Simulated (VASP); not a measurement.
Given:

```
CELL_PARAMETERS angstrom
      0.00000     2.86715     2.86715
      2.86715     0.00000     2.86715
      2.86715     2.86715     0.00000
ATOMIC_POSITIONS crystal
  Zn 0.00000 0.00000 0.00000
  Se 0.25000 0.25000 0.25000
```

The numbers are results of PBE GGA, VASP's PBE PAW potentials (set 64) (plane waves; VASP 6.6.1), not measurements. Settings: 400 eV cut-off, 14×14×14 Γ-centred mesh, Gaussian smearing of 0.010 eV, potentials Zn Se.

### Question
What does the run give for the energy per atom (σ→0), band gap (on the k-mesh) with the smallest direct gap where there is one?

### Answer

| Quantity | Result |
|---|---|
| band gap (on the k-mesh) | 1.15 eV |
| smallest direct gap (on the k-mesh) | 1.15 eV |
| energy per atom (σ→0) | -3.016 eV/atom |

Total energies compare only between runs with the same potentials, cut-off and functional.

The compound is ZnSe in the zinc blende structure. It was relaxed first.
